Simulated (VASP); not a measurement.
# F6S: single point with LDA

The system is F6S, in a box.

```
CELL_PARAMETERS angstrom
13.23041 0.00000 0.00000
0.00000 13.73041 0.00000
0.00000 0.00000 14.23041
ATOMIC_POSITIONS crystal
F 0.59869 0.54179 0.44788
F 0.53977 0.54936 0.59628
F 0.40097 0.46536 0.55230
F 0.55621 0.40385 0.52404
F 0.44376 0.60343 0.47598
F 0.46020 0.45791 0.40374
S 0.49988 0.50360 0.50006
```

| Property | Result |
| --- | --- |
| Program | VASP 6.6.1 |
| Task | single point |
| Functional | LDA |
| Potentials or basis | VASP PAW LDA potentials, release 64 (F, S) |
| Cutoff | 400 eV |
| k mesh | 1 × 1 × 1 |
| Occupations | gaussian, width 0.01 eV |
| Spin | no spin polarisation |

| Property | Result |
| --- | --- |
| Largest force | 0.968 eV/Å |
| Gap between the frontier levels | 6.46 eV |

Forces on the atoms (eV/Å):
```
F   -0.712 -0.285  0.401
F   -0.336 -0.387 -0.820
F    0.771  0.309 -0.435
F   -0.468  0.824 -0.198
F    0.432 -0.838  0.218
F    0.299  0.372  0.842
S    0.014  0.005 -0.008
```

Levels at points of the mesh, in eV from the valence-band top:
```csv
k point,band 21,band 22,band 23,band 24,band 25,band 26,band 27,band 28
"(0.00, 0.00, 0.00)",-1.05,-0.01,-0.01,0.00,6.46,10.21,10.84,10.90
```

It took 31 s on 4 MPI ranks on Intel(R) Xeon(R) Platinum 8259CL CPU @ 2.50GHz (Skylake/Cascade Lake), on a shared host, peak memory 0.45 GiB a rank.

 As with any semilocal functional, this LDA gap is likely too small.
